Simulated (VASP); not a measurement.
Given:

```yaml
crystal:
  lattice:
    - [-2.06807, 2.06807, 2.06807]
    - [2.06807, -2.06807, 2.06807]
    - [2.06807, 2.06807, -2.06807]
  atoms:
    - { symbol: Na, position: [0.00000, 0.00000, 0.00000] }
```

Level of theory: PBEsol GGA, VASP's PBE PAW potentials (set 64) (plane waves; VASP). Settings: 400 eV cut-off, Gaussian smearing of 0.050 eV, potentials Na_pv.

Task: Give the energies of bands 4 to 6 at the high-symmetry points, in eV from the Fermi level.

Result: 
| band | Γ | H | N | P |
|---|---|---|---|---|
| 4 | -3.42 | 4.55 | 0.72 | 2.73 |
| 5 | 12.00 | 4.55 | 1.24 | 2.73 |
| 6 | 12.00 | 5.01 | 8.36 | 2.73 |

It has no gap at this level: it comes out as a metal or semimetal.

The compound is Na in the bcc structure. It was relaxed first, which changed the volume by -8 %.
